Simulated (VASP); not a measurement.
YRe3: relaxation of cell and atoms with PBEsol

The system is YRe3.

```
Y Re
1.0
    -2.80739    2.80739    2.80739
     2.80739   -2.80739    2.80739
     2.80739    2.80739   -2.80739
Y Re
1 3
Direct
  0.00000 0.00000 0.00000
  0.00000 0.50000 0.50000
  0.50000 0.00000 0.50000
  0.50000 0.50000 0.00000
```

The cell was built by a generator and needn't be a form met in nature.

```json
{
 "Program": "VASP 6.6.1",
 "Task": "relaxation of cell and atoms",
 "Functional": "PBEsol",
 "Potentials or basis": "VASP PAW PBE potentials, release 64 (Y_sv, Re)",
 "Cutoff": "600 eV",
 "k mesh": "7 × 7 × 7",
 "Occupations": "methfessel-paxton, width 0.1 eV",
 "Spin": "no spin polarisation",
 "Further INCAR settings": "ALGO = Normal; EDIFF = 1e-06; IBRION = 2; EDIFFG = -0.01; NSW = 40; ISIF = 3"
}
```

| Item | Value |
| --- | --- |
| Relaxed volume | 18.59 Å³/atom |
| Relaxed cell | a = 4.589 Å, b = 4.589 Å, c = 4.589 Å, α = 109.47°, β = 109.47°, γ = 109.47° |
| Space group after relaxing (to 0.05 Å) | Im-3m (No. 229) |
| Energy gained by relaxing | 276.4 meV/atom |
| Ionic steps | 5 |
| Pressure after relaxing | 0.0 GPa |
| Band gap on the k mesh | none (metal or under the smearing width) |

The path:
```tsv
step	energy change (eV)	largest force (eV/Å)	pressure (GPa)	volume (Å³)
1	0.0000	0.0000	-21.42	88.51
2	3.1636	0.0000	95.95	55.76
3	-1.0988	0.0000	-2.27	75.35
4	-1.1051	0.0000	-0.72	74.68
5	-1.1058	0.0000	-0.01	74.38
```

Final structure:
```xyz
4
Lattice="-2.6493 2.6493 2.6493 2.6493 -2.6493 2.6493 2.6493 2.6493 -2.6493" Properties=species:S:1:pos:R:3 pbc="T T T"
Y     0.0000    0.0000    0.0000
Re    2.6493    0.0000    0.0000
Re    0.0000    2.6493    0.0000
Re    0.0000    0.0000    2.6493
```

Levels at points of the mesh, in eV from the Fermi level:
| k point | band 13 | band 14 | band 15 | band 16 | band 17 | band 18 | band 19 | band 20 |
| --- | --- | --- | --- | --- | --- | --- | --- | --- |
| (0.00, 0.00, 0.00) | -1.92 | 0.87 | 0.87 | 0.87 | 2.15 | 2.15 | 2.15 | 4.40 |

It took 2.7 min on 1 thread of Intel(R) Xeon(R) 6975P-C (Granite Rapids), on a shared host, peak memory 0.29 GiB.

Caveat: the volume moved by over 15 % at a fixed basis, so the end points are rough; the PAW data sets were made with another functional, which shifts forces and pressure a little. The run has no spin-orbit coupling, so splittings on Re are missing.
